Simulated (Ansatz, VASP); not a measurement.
# One calculation of Sr3BiB, two programs

The input INCAR:

```
PREC = Accurate
ENCUT = 600
EDIFF = 1E-6
ISMEAR = 0
SIGMA = 0.1
LREAL = F
LASPH = T
NELM = 100
ALGO = Normal
ISIF = 3
LWAVE = F
LCHARG = F
GGA = PE
IBRION = 2
NSW = 100
EDIFFG = -0.01
```

File KPOINTS:

```
regular mesh
0
Gamma
  8 8 8
```

File POSCAR:

```
Sr3BiB
1.0
    5.7428688700      0.0000000000      0.0000000000
    0.0000000000      5.7428688700      0.0000000000
    0.0000000000      0.0000000000      5.7428688700
Sr B Bi
3 1 1
Direct
    0.5000000000      0.0000000000      0.0000000000
    0.0000000000      0.5000000000      0.0000000000
    0.0000000000      0.0000000000      0.5000000000
    0.0000000000      0.0000000000      0.0000000000
    0.5000000000      0.5000000000      0.5000000000
```

Input for Ansatz:

```yaml
crystal:
  lattice:
    - [5.74286887, 0.0, 0.0]
    - [0.0, 5.74286887, 0.0]
    - [0.0, 0.0, 5.74286887]
  atoms:
    - { symbol: Sr, position: [0.5, 0.0, 0.0] }
    - { symbol: Sr, position: [0.0, 0.5, 0.0] }
    - { symbol: Sr, position: [0.0, 0.0, 0.5] }
    - { symbol: B, position: [0.0, 0.0, 0.0] }
    - { symbol: Bi, position: [0.5, 0.5, 0.5] }
basis:
  ecutwfc: 420
kpoints:
  mp_grid: { grid: [8, 8, 8] }
hamiltonian:
  xc: pbe
scf:
  occupations: { method: gaussian, width: 0.1 }
output:
  forces: true
  stress: true
  eigenvalues: true
  write_density: true
  write_potential: true
  elf: true
  volumetric_format: npy
relax:
  adjacent_minimum: "off"
  f_tol: 0.01
  max_steps: 80
  cell: { stress_tol: 0.05 }
```

Alike in both runs: task relaxation of cell and atoms; functional PBE; k mesh 8 × 8 × 8; occupations gaussian, width 0.1 eV; no spin polarisation.

|  | VASP | Ansatz |
| --- | --- | --- |
| version | VASP 6.6.1 | Ansatz 0.2.0 |
| potentials or method | VASP PAW PBE potentials, release 64 (Sr_sv, B, Bi_d) | scalar-relativistic, plane waves, PAW |
| plane-wave cutoff (eV) | 600 | 420 |
| valence electrons in the cell | 48 | 48 |

```tsv
	VASP	Ansatz	Ansatz less VASP
gap on the k mesh at the Fermi level, each at its own relaxed structure (eV)	none	none	-
relaxed volume (Å³/atom)	33.77	33.63	-0.141
relaxed cell length with the largest relative difference (Å)	5.527	5.520	-0.0077
energy change over the relaxation (meV/atom)	-38	-40	-2.0
```

A gap of «none» marks a metal or a gap that the smearing closes.

Caveats: spin-orbit coupling is left out, which moves the levels of the heavy elements.
